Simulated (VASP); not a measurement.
Here is a VASP 6.6.1 calculation.

The input INCAR:

```
ALGO = Fast ; EDIFF = 1E-7
EDIFFG = -0.002 ; ENCUT = 520
GGA = PE ; IBRION = 2
ISIF = 3 ; ISMEAR = 0
LASPH = True ; LCHARG = False
LREAL = False ; LWAVE = False
NELM = 80 ; NSW = 80
PREC = Accurate ; SIGMA = 0.1
```

File KPOINTS:

```
k-points
0
Gamma
  9 9 8
```

File POSCAR:

```
ZrB2                                    
1.0
    3.1722523751      0.0000000000      0.0000000000
   -1.5861261875      2.7472511440     -0.0000000000
    0.0000000000      0.0000000000      3.5426318341
  Zr              B             
     1     2
Direct
     1.0000000000000000    0.0000000000000000    0.0000000000000000
     0.3333333300000021    0.6666666699999979    0.5000000000000000
     0.6666666699999979    0.3333333300000021    0.5000000000000000
```

Potentials or basis: VASP PAW PBE potentials, release 64 (Zr_sv, B).

Launch:

```console
$ cat potpaw_PBE.64/Zr_sv/POTCAR potpaw_PBE.64/B/POTCAR > POTCAR
$ mpirun -np 1 vasp_std > vasp.out
```

Q: What does it give for the band gap on the k mesh?

A: None (metal or under the smearing width).

Final structure:
```
CELL_PARAMETERS angstrom
3.17225 0.00000 0.00000
-1.58613 2.74725 0.00000
0.00000 0.00000 3.54263
ATOMIC_POSITIONS crystal
Zr 0.00000 0.00000 0.00000
B 0.33333 0.66667 0.50000
B 0.66667 0.33333 0.50000
```

Caveat: the relaxation stopped at its first step, so nothing moved.
